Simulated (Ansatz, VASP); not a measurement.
# Cross-check of GaN between VASP and Ansatz

Wanted: the spread between two codes on one cell, functional and k mesh. The cell is taken from a series of runs on this material, whose earlier steps may have relaxed, scaled, displaced or heated it; both programs get it as it stands.

Program: Ansatz 0.2.0. Level of theory: plane waves, with VASP 6.6.1 beside it; PBE, spin-orbit coupling. Results are calculated unless marked as measured.

## Step 1: Set-up

The cell holds 4 atoms: 2 Ga and 2 N. Its edges and angles: a = 3.204 Å, b = 3.204 Å, c = 31.100 Å, α = 90.0°, β = 90.0°, γ = 120.0°. Vacuum lies along c.

## Step 2: Ansatz: single point, PBE, spin-orbit coupling

Ansatz runs on its PAW fully relativistic soft_1 files.

With cell and atoms fixed, the geometry can't cause a difference; cores, projectors, grids and the points listed under the comparison can.

Input file input.yaml:

```yaml
crystal:
  lattice:
    - [3.2040127423, 0.0, 0.0]
    - [-1.6020063712, 2.7747564289, 0.0]
    - [0.0, 0.0, 31.1]
  atoms:
    - { symbol: Ga, position: [0.3333333333, 0.6666666667, 0.4367666773] }
    - { symbol: "N", position: [0.6666666667, 0.3333333333, 0.4364445185] }
    - { symbol: Ga, position: [0.3333333333, 0.6666666667, 0.5632333227] }
    - { symbol: "N", position: [0.6666666667, 0.3333333333, 0.5635554815] }
  periodic: [true, true, false]
kpoints:
  mp_grid: { grid: [9, 9, 1] }
  band_path:
    path: [[0.0, 0.0, 0.0], [0.5, 0.0, 0.0], [0.3333333333, 0.3333333333, 0.0]]
    npoints: 1
hamiltonian:
  xc: pbe
  pseudopotentials: { kind: paw_fr, azcp: { folder: soft_1 } }
scf:
  occupations: { method: fixed }
  n_extra_bands: 10
magnetization:
  noncollinear: true
  spin_orbit: true
output:
  eigenvalues: true
  write_density: true
  write_potential: true
  elf: true
  volumetric_format: npy
```

Command:

```bash
ansatz run input.yaml --threads 4 --pin off --max-ram 17510MiB --backend cpu --events-out ev --progress --plain --runs-dir out
```

Numbers of over 12 decimals in the logs are rounded to 6 here.

Output:

```text
scf.n_extra_bands = 10 over 36 filled bands (N_el = 36.0): the run solves 46 bands
Engine: ansatz 0.2.0, aarch64-unknown-linux-gnu
Pseudopotentials: kind: paw_fr
Pseudopotential: Ga, paw, valence charge 13, recommended cutoff 420 eV (normal), soft_1/Ga.paw.azcp
Pseudopotential: N, paw, valence charge 5, recommended cutoff 420 eV (normal), soft_1/N.paw.azcp
Functional definition: PBE
  parameter kappa = 0.804
  parameter beta = 0.066725
  exchange = pbe_x(kappa = kappa, mu = beta*pi^2/3)
  correlation = pbe_c(beta = beta)
non-collinear run that drives no moment, with spin-orbit: no starting moment large enough to seed its density (crystal.atoms[].spin), no starting occupations that ask for one, no magnetisation constraint and no magnetic field, so the semilocal B_xc is pinned to zero
Crystal: 4 atoms, lattice volume = 276.490 Å³
Basis set: ecut = 420 eV, 5455 PW (Γ)
Bands: 46, of which v1, the nominal top of the filled ones, is band 36 counted from 1 (35 counted from 0)
Symmetry: 12 space group operations + 12 with time reversal
Magnetic group: BNS 187.210 (UNI 1440), of the structure as read, at distance tolerance 6.5e-5 Å
k-points: 12 of 81 (time reversal used)
Projection manifold: j_resolved (fully-relativistic pseudo-atomic orbitals)
Non-local potential: Ga, projectors of the file, resolved by j, l = 0: 2, l = 1: 4, l = 2: 6, l = 3: 2
Non-local potential: N, projectors of the file, resolved by j, l = 0: 2, l = 1: 4, l = 2: 2
PAW form: soft (Blöchl's): semilocal exchange-correlation on the pseudo side does not see the compensation charge
PAW one-centre angular grid: Ga, 590 points (default); XC on 64 Gauss nodes
PAW one-centre angular grid: N, 110 points (default); XC on 64 Gauss nodes
Initial density: superposition of atomic densities (neutral atoms: chi_scale 0, normalization atom)
Initial wavefunctions: pseudopotential atomic-orbital guess
Functional: x = pbe(κ = 0.804, μ = 0.219515), c = pbe(β = 0.066725)
SCF iter   1: F=—  HF=-8340.034279 eV  |F-HF|=—  |Δ(HF+E_count)|=         —  Δρ=7.50e-2  dr2=1.99e1  dr2_m=0.00e0 (ungated)  ethr=3.10e-3  |M|=0.00e0 ∫|m|=0.00e0 μB  |m|>n=0.0e0 m-floor=0.0e0 τ_xc=0.0e0  β_m=0.30  ⟨swp⟩=6.4  Hψ=2804  notcnv=0  defer=60
preconditioner: auto → Resta (q_TF=auto, 1.942 Å⁻¹)  ε∞=1.7  [insulator: Δε(μ)=3.832 eV  Ē_g=15.794 eV  n_scr=18 (ndim 8)  ℏωp=13.4 eV  f_vac=0.725  ε∞_Penn≈1.7  vacuum switching on, ρ_ref=1.8e-2 e/Å³]
spin=Noncollinear: Resta preconditioning applied to the charge; magnetization (m_x, m_y, m_z) channels mix plain (no charge-response kernel on spin).
SCF iter   2: F=—  HF=-8334.856636 eV  |F-HF|=—  |Δ(HF+E_count)|=    5.18e0  Δρ=2.33e-2  dr2=1.53e0  dr2_m=0.00e0 (ungated)  ethr=3.10e-3  |M|=0.00e0 ∫|m|=0.00e0 μB  |m|>n=0.0e0 m-floor=0.0e0 τ_xc=0.0e0  β_m=0.34  ⟨swp⟩=4.2  Hψ=1384  notcnv=0  defer=67
SCF iter   3: F=—  HF=-8334.580587 eV  |F-HF|=—  |Δ(HF+E_count)|=   2.76e-1  Δρ=1.40e-2  dr2=2.66e-1  dr2_m=0.00e0 (ungated)  ethr=3.10e-3  |M|=0.00e0 ∫|m|=0.00e0 μB  |m|>n=0.0e0 m-floor=0.0e0 τ_xc=0.0e0  β_m=0.60  ⟨swp⟩=3.6  Hψ=997  notcnv=0  defer=62
SCF iter   4: F=—  HF=-8334.563941 eV  |F-HF|=—  |Δ(HF+E_count)|=   1.66e-2  Δρ=2.74e-3  dr2=2.01e-2  dr2_m=0.00e0 (ungated)  ethr=7.40e-4  |M|=0.00e0 ∫|m|=0.00e0 μB  |m|>n=0.0e0 m-floor=0.0e0 τ_xc=0.0e0  β_m=0.54  ⟨swp⟩=3.8  Hψ=1033  notcnv=0  defer=72
SCF iter   5: F=—  HF=-8334.558823 eV  |F-HF|=—  |Δ(HF+E_count)|=   5.12e-3  Δρ=5.58e-4  dr2=1.01e-3  dr2_m=0.00e0 (ungated)  ethr=5.60e-5  |M|=0.00e0 ∫|m|=0.00e0 μB  |m|>n=0.0e0 m-floor=0.0e0 τ_xc=0.0e0  β_m=0.70  ⟨swp⟩=4.1  Hψ=1191  notcnv=0  defer=72
SCF iter   6: F=—  HF=-8334.558934 eV  |F-HF|=—  |Δ(HF+E_count)|=   1.11e-4  Δρ=2.03e-4  dr2=1.07e-4  dr2_m=0.00e0 (ungated)  ethr=2.79e-6  |M|=0.00e0 ∫|m|=0.00e0 μB  |m|>n=0.0e0 m-floor=0.0e0 τ_xc=0.0e0  β_m=0.76  ⟨swp⟩=4.2  Hψ=1276  notcnv=0  defer=72
SCF iter   7: F=—  HF=-8334.558928 eV  |F-HF|=—  |Δ(HF+E_count)|=   5.07e-6  Δρ=4.32e-5  dr2=7.89e-6  dr2_m=0.00e0 (ungated)  ethr=2.97e-7  |M|=0.00e0 ∫|m|=0.00e0 μB  |m|>n=0.0e0 m-floor=0.0e0 τ_xc=0.0e0  β_m=0.72  ⟨swp⟩=2.4  Hψ=977  notcnv=0  defer=72
SCF iter   8: F=—  HF=-8334.558929 eV  |F-HF|=—  |Δ(HF+E_count)|=   4.38e-7  Δρ=1.26e-5  dr2=5.87e-7  dr2_m=0.00e0 (ungated)  ethr=2.19e-8  |M|=0.00e0 ∫|m|=0.00e0 μB  |m|>n=0.0e0 m-floor=0.0e0 τ_xc=0.0e0  β_m=0.78  ⟨swp⟩=3.3  Hψ=1117  notcnv=0  defer=72
SCF iter   9: F=-8334.558929 eV  HF=-8334.558929 eV  |F-HF|=6.20e-9  |Δ(HF+E_count)|=   2.86e-7  Δρ=2.21e-6  dr2=1.75e-8  dr2_m=0.00e0 (ungated)  ethr=2.78e-10  |M|=0.00e0 ∫|m|=0.00e0 μB  |m|>n=0.0e0 m-floor=0.0e0 τ_xc=0.0e0  ⟨swp⟩=32.7  Hψ=4239  notcnv=0
SCF 1 converged in 9 iterations: F = -8334.558929 eV  dr2 = 1.75e-8
  greatest PAW one-centre occupation: 0.995 electrons in one spin orbital (limit 2), on the Ga atom at site 0 (counted from 0), in its partial waves of l = 2
NSCF: frozen V_eff on 3 k-points
WARN: The output density's exchange-correlation potential varies sharply where the density is thin. Do not read a vacuum level from v_tot or v_xc, or from such a field of the output density. On a cell that repeats whose density bears no net charge and no dipole along the vacuum's axis use v_es (v_loc + v_h of the components); under efield.dipole_correction with no amplitude use v_es + v_field, which holds any externa [...]
SCF converged after 9 iterations
Magnetization: |M| = 0.0000 μB,  M = (+0.0000, +0.0000, +0.0000) μB
Absolute magnetization: 0.0000 μB (∫|m|)
  site 0: m = (+0.0000, +0.0000, +0.0000) μB, |m| = 0.0000 μB  (R = 0.76 Å)
  site 1: m = (+0.0000, +0.0000, +0.0000) μB, |m| = 0.0000 μB  (R = 0.76 Å)
  site 2: m = (+0.0000, +0.0000, +0.0000) μB, |m| = 0.0000 μB  (R = 0.76 Å)
  site 3: m = (+0.0000, +0.0000, +0.0000) μB, |m| = 0.0000 μB  (R = 0.76 Å)
Free energy (F): -8334.558929 eV
Harris-Foulkes:  -8334.558929 eV  (|F-HF|=6.20e-9)
Internal energy: -8334.558929 eV  (E = F + TS)
E sigma→0 (E₀):  -8334.558929 eV
Fermi energy:    -5.174895 eV
--- Per-component energies (eV) ---
  E_band       = -539.972523
  E_kinetic    = 477.091823
  E_local      = -76065.739909  (includes V_loc(G=0)·N_el)
  E_nonlocal   = -111.434272
  E_hartree    = 38141.747909
  E_xc         = -242.657166
  E_vxc        = -258.793570  (∫ρ·V_xc dr)
  E_paw        = -4245.240287  (= ΣΔE_a)
  E_vpaw       = -864.597536  (= ΣTr[D̂ρ^β])
  E_aug_tail   = 0.001305  (compensation charges beyond the density's cutoff)
  E_ewald      = 33711.671669
  E_smearing   = -0.000000  (= −TS)
  E_closure    = -0.000000  (closes the sum)
  Σ components = -8334.558929   (vs F -8334.558929, Δ=0.00e0)
--- Band table (eV; the first three rows and the last of 12) ---
  k-point 0: bands = [... 32 lower, -5.6109, -5.6109, -5.5992, -5.5992, -3.4805, -3.4805, -2.5373, -2.5373, ... 6 higher]
  k-point 1: bands = [... 32 lower, -5.8706, -5.8706, -5.8505, -5.8505, -2.7355, -2.7355, -1.8433, -1.8433, ... 6 higher]
  k-point 2: bands = [... 32 lower, -6.4444, -6.4444, -6.4198, -6.4198, -1.7050, -1.7050, -0.8650 (-0.8650°), -0.8650 (-0.8650°), ... 6 higher]
  k-point 11: bands = [... 32 lower, -5.4854, -5.4781, -5.1819, -5.1749, -1.0432, -1.0419, 0.4521, 0.4539, ... 6 higher]
  ° read free of the cell's end (the report's vacuum.weakly_bound_levels)
```

## Step 3: VASP: single point, PBE, spin-orbit coupling

The same cell, functional and mesh now go to VASP, with its own data sets.

Lines of VASP's logs that name or quote its potential files are left out, and so is its time.

Input file INCAR:

```
SYSTEM = GaN
PREC = Accurate
ENCUT = 520
EDIFF = 1E-06
NELM = 200
ISMEAR = 0
SIGMA = 0.01
LREAL = .FALSE.
ALGO = Normal
GGA = PE
LNONCOLLINEAR = .TRUE.
MAGMOM = 0 0 0 0 0 0 0 0 0 0 0 0
NBANDS = 48
GGA_COMPAT = .FALSE.
LASPH = .TRUE.
LSORBIT = .TRUE.
LORBIT = 11
LWAVE = .FALSE.
LCHARG = .FALSE.
ISIF = 2
LDIPOL = .TRUE.
IDIPOL = 3
DIPOL = 0.5 0.5 0.5
LVHAR = .TRUE.
EFERMI = MIDGAP
NELMDL = -8
KPAR = 2
```

Input file POSCAR:

```
GaN
1.0
    3.2040127423      0.0000000000      0.0000000000
   -1.6020063712      2.7747564289      0.0000000000
    0.0000000000      0.0000000000     31.1000000000
Ga N
2 2
Direct
    0.3333333333      0.6666666667      0.4367666773
    0.3333333333      0.6666666667      0.5632333227
    0.6666666666      0.3333333334      0.4364445185
    0.6666666666      0.3333333334      0.5635554815
```

Input file KPOINTS:

```
Automatic mesh
0
Gamma
9 9 1
0 0 0
```

PAW data sets: Ga_d and N (PBE family, release 64).

Command:

```bash
mpirun -np 2 vasp_ncl
```

Output:

```text
[banner, memory and clock lines left out]
running    2 mpi-ranks, on    1 nodes
 distrk:  each k-point on    1 cores,    2 groups
 distr:  one band on    1 cores,    1 groups

 POSCAR found type information on POSCAR GaN
 POSCAR found :  2 types and       4 ions
 LDA part: xc-table for (Slater+PW92), standard interpolation
 POSCAR, INCAR and KPOINTS ok, starting setup
 FFT: planning ... GRIDC
 FFT: planning ... GRID_SOFT
 FFT: planning ... GRID
 WAVECAR not read
 entering main loop
       N       E                     dE             d eps       ncg     rms          rms(c)
DAV:   1     0.299107330335E+03    0.29911E+03   -0.16086E+04  2056   0.142E+03
DAV:   2     0.311632276908E+02   -0.26794E+03   -0.25706E+03  2368   0.347E+02
DAV:   3    -0.243586046546E+02   -0.55522E+02   -0.54898E+02  2264   0.151E+02
DAV:   4    -0.284409765494E+02   -0.40824E+01   -0.40482E+01  2464   0.465E+01
DAV:   5    -0.285662671365E+02   -0.12529E+00   -0.12515E+00  2416   0.846E+00
DAV:   6    -0.285698792186E+02   -0.36121E-02   -0.36116E-02  2584   0.131E+00
DAV:   7    -0.285699438499E+02   -0.64631E-04   -0.64630E-04  2528   0.167E-01
DAV:   8    -0.285699451780E+02   -0.13281E-05   -0.13278E-05  2544   0.235E-02    0.125E+01
DAV:   9    -0.227177713891E+02    0.58522E+01   -0.18218E+01  3176   0.623E+01    0.338E+00
DAV:  10    -0.229984455082E+02   -0.28067E+00   -0.35841E+00  2136   0.129E+01    0.334E+00
DAV:  11    -0.229305200082E+02    0.67925E-01   -0.23543E-01  2680   0.730E+00    0.161E+00
DAV:  12    -0.228950022376E+02    0.35518E-01   -0.10516E-01  2440   0.353E+00    0.463E-01
DAV:  13    -0.228968666562E+02   -0.18644E-02   -0.17224E-02  2192   0.191E+00    0.311E-01
DAV:  14    -0.228938761409E+02    0.29905E-02   -0.73374E-03  2352   0.117E+00    0.114E-01
[...]
DAV:  22    -0.228948717022E+02   -0.52969E-04   -0.56009E-06  1928   0.303E-02    0.259E-03
DAV:  23    -0.228949142899E+02   -0.42588E-04   -0.36697E-06  1664   0.162E-02    0.238E-03
DAV:  24    -0.228949272178E+02   -0.12928E-04   -0.13646E-06  1888   0.238E-02    0.725E-04
DAV:  25    -0.228949427290E+02   -0.15511E-04   -0.78741E-07  1536   0.422E-03    0.859E-04
DAV:  26    -0.228949470363E+02   -0.43073E-05   -0.17571E-07  1672   0.750E-03    0.740E-04
DAV:  27    -0.228949499492E+02   -0.29129E-05   -0.42672E-08  1536   0.311E-03    0.133E-04
DAV:  28    -0.228949518361E+02   -0.18869E-05   -0.28136E-08  1536   0.116E-03    0.291E-04
DAV:  29    -0.228949521576E+02   -0.32159E-06   -0.59595E-09  1584   0.123E-03
   1 F= -.22894952E+02 E0= -.22894952E+02  d E =0.000000E+00  mag=    -0.0000     0.0000    -0.0000
```

From OUTCAR (step 3):

```text
ion  position               nearest neighbor table
   1  0.333  0.667  0.437-   3 1.85   3 1.85   3 1.85
   2  0.333  0.667  0.563-   4 1.85   4 1.85   4 1.85
   3  0.667  0.333  0.436-   1 1.85   1 1.85   1 1.85
   4  0.667  0.333  0.564-   2 1.85   2 1.85   2 1.85

  LATTYP: Found a hexagonal cell.
 ALAT       =     3.2040127423
 C/A-ratio  =     9.7065781261

 Subroutine GETGRP returns: Found 12 space group operations
 (whereof 12 operations were pure point group operations)

The static configuration has the point symmetry D_3h.

 Found     19 irreducible k-points:

   k-points           NKPTS =     19   k-points in BZ     NKDIM =     19   number of bands    NBANDS=     48

   dimension x,y,z NGX =    24 NGY =   24 NGZ =  240
   dimension x,y,z NGXF=    48 NGYF=   48 NGZF=  480

   ENCUT  =  520.0 eV  38.22 Ry    6.18 a.u.   5.96  5.96 57.83*2*pi/ulx,y,z

   NELECT =      36.0000    total number of electrons

 k-points in reciprocal lattice and weights: Automatic mesh
   0.00000000  0.00000000  0.00000000       0.012
   0.11111111  0.00000000  0.00000000       0.037
  -0.11111111  0.00000000  0.00000000       0.037
   0.22222222  0.00000000  0.00000000       0.037
  -0.22222222  0.00000000  0.00000000       0.037
   0.33333333  0.00000000  0.00000000       0.037
  -0.33333333  0.00000000  0.00000000       0.037
   0.44444444  0.00000000  0.00000000       0.037
  -0.44444444  0.00000000  0.00000000       0.037
[...]
-0.33333333 -0.22222222  0.00000000       0.074
   0.33333333  0.33333333  0.00000000       0.025

 dipolmoment           0.000000      0.000000     -0.000000 electrons x Angstroem

 average (electrostatic) potential at core
       1 -72.3788       2 -72.3788       3 -70.6873       4 -70.6873

 E-fermi :  -2.6300

 k-point     1 :       0.0000    0.0000    0.0000
  band No.  band energies     occupation
    ...
     32      -3.9314      1.00000
     33      -3.9244      1.00000
     34      -3.9244      1.00000
     35      -3.9140      1.00000
     36      -3.9140      1.00000
     37      -1.7827      0.00000
     38      -1.7827      0.00000
     39      -0.8402      0.00000
     40      -0.8402      0.00000
     41       1.2861      0.00000
    ...

 k-point     2 :       0.1111    0.0000    0.0000
  band No.  band energies     occupation
    ...
     32      -4.8783      1.00000
     33      -4.1840      1.00000
     34      -4.1840      1.00000
     35      -4.1641      1.00000
     36      -4.1641      1.00000
     37      -1.0386      0.00000
     38      -1.0386      0.00000
     39      -0.1466      0.00000
     40      -0.1466      0.00000
     41       1.4560      0.00000
    ...

 k-point     3 :      -0.1111    0.0000    0.0000
  band No.  band energies     occupation
    ...
     32      -4.8783      1.00000
     33      -4.1840      1.00000
     34      -4.1840      1.00000
     35      -4.1641      1.00000
     36      -4.1641      1.00000
     37      -1.0386      0.00000
     38      -1.0386      0.00000
     39      -0.1466      0.00000
     40      -0.1466      0.00000
     41       1.4560      0.00000
    ...

  Total        0.3861132      0.3861132      0.3139620     -0.0000000     -0.0000000      0.0000000
  in kB        2.2374111      2.2374111      1.8193162     -0.0000000     -0.0000000      0.0000000
  external PRESSURE =       2.0980461 kB  Pullay stress =       0.0000000 kB

  energy-cutoff  :      520.00
  volume of cell :      276.49
      direct lattice vectors                 reciprocal lattice vectors
     3.204012742  0.000000000  0.000000000     0.312108621  0.180195997  0.000000000
    -1.602006371  2.774756429  0.000000000     0.000000000  0.360391993  0.000000000
     0.000000000  0.000000000 31.100000000     0.000000000  0.000000000  0.032154341

 POSITION                                       TOTAL-FORCE (eV/Angst)
 -----------------------------------------------------------------------------------
     -0.00000      1.84984     13.58344         0.000000      0.000000     -0.062156
     -0.00000      1.84984     17.51656         0.000000      0.000000      0.062156
      1.60201      0.92492     13.57342        -0.000000      0.000000     -0.024948
      1.60201      0.92492     17.52658         0.000000     -0.000000      0.024948
 -----------------------------------------------------------------------------------
    total drift:                                0.000013     -0.000007      0.000000

  FREE ENERGIE OF THE ION-ELECTRON SYSTEM (eV)
  ---------------------------------------------------
  free  energy   TOTEN  =       -22.8949521576 eV

  energy  without entropy=      -22.8949521576  energy(sigma->0) =      -22.89495216

 vacuum level on the upper side and lower side of the slab         1.701         1.701

 Spin-Orbit-Coupling matrix elements
 Ion:    1  E_soc:     -0.0111764
 Ion:    2  E_soc:     -0.0111764
 Ion:    3  E_soc:     -0.0001076
 Ion:    4  E_soc:     -0.0001076

 total charge
# of ion       s       p       d       tot
------------------------------------------
    1        0.836   0.906  10.160  11.901
    2        0.836   0.906  10.160  11.901
    3        1.220   2.514   0.000   3.734
    4        1.220   2.514   0.000   3.734
--------------------------------------------------
tot          4.113   6.839  20.319  31.271

 magnetization (x)
# of ion       s       p       d       tot
------------------------------------------
    1       -0.000  -0.000   0.000  -0.000
    2        0.000   0.000  -0.000   0.000
    3        0.000   0.000   0.000   0.000
    4       -0.000   0.000   0.000   0.000
--------------------------------------------------
tot         -0.000   0.000  -0.000   0.000

 magnetization (y)
# of ion       s       p       d       tot
------------------------------------------
    1        0.000   0.000   0.000   0.000
    2        0.000   0.000   0.000   0.000
    3        0.000   0.000   0.000   0.000
    4       -0.000   0.000   0.000  -0.000
--------------------------------------------------
tot          0.000   0.000   0.000   0.000

 magnetization (z)
# of ion       s       p       d       tot
------------------------------------------
    1       -0.000   0.000   0.000   0.000
    2       -0.000   0.000  -0.000  -0.000
    3        0.000   0.000   0.000   0.000
    4        0.000  -0.000   0.000  -0.000
--------------------------------------------------
tot         -0.000   0.000   0.000   0.000

[... 3 further parts left out ...]
```

## Step 4: Differences

Known differences besides the potentials themselves: spin-orbit coupling enters by fully relativistic files in Ansatz and inside the spheres in VASP; fixed occupations in Ansatz, narrow Gaussian smearing in VASP; Ansatz cuts the interaction across the vacuum, VASP repeats the sheet with a dipole correction (LDIPOL); the cutoff is 420 eV in Ansatz and 520 eV in VASP. Total energies have different zeros and are not compared.

Both answers:

```csv
quantity,Ansatz,VASP,difference
gap on the k mesh (eV),1.694,1.695,0.000
```

A gap on the mesh is an upper bound, since the band edges may lie between its points. Where the cell holds vacuum, a pressure given here is an average over it and none of the material.

## Step 5: Results

* difference in gap on the k mesh (single point, PBE, spin-orbit coupling): -2.1e-4 eV

**Reading.** The difference in gap on the k mesh is -2.1e-4 eV (single point, PBE, spin-orbit coupling), within the 0.08 eV picked in this series as the mark of a large difference. Such differences can come from data sets, numerical settings and the points named under the comparisons, not from the functional's error against experiment.

[Lines on the potential files, build, host, timing and source positions are cut from VASP's logs without a mark.]

[Logs are printed without paths, hosts, clocks, repeated set-up lines and the standing remarks that a program may print on its own settings, such as how far it seeks lower states.]

[Hosts, paths, dates, database ids (printed as entryN), source tags and the programs' standing remarks are cut or masked in the printed files.]
